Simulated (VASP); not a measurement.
```xyz
2
Lattice="0.0000 2.6507 2.6507 2.6507 0.0000 2.6507 2.6507 2.6507 0.0000" Properties=species:S:1:pos:R:3 pbc="T T T"
Pt     0.0000     0.0000     0.0000
P      1.3254     1.3254     1.3254
```

These are PBEsol GGA, VASP's PBE PAW potentials (set 64) (plane waves; VASP) values and carry that method's errors. Settings: 400 eV cut-off, Gaussian smearing of 0.050 eV, potentials Pt P.

Unless said otherwise, spin-orbit coupling is left out, though it shifts the bands of the heavy elements here.

Question: Predict the band gap (along the path) with the smallest direct gap where there is one.

Answer: 
* **band gap (along the path)**: none (metal, semimetal or under 0.01 eV)

Total energies compare only between runs with the same potentials, cut-off and functional.

The structure was generated: PtP was put into the zinc blende type (F-43m), which need not be its known phase. It was relaxed first, which changed the volume by -16 %. The electron count is odd and the run is not spin-polarised, which forces a metal.
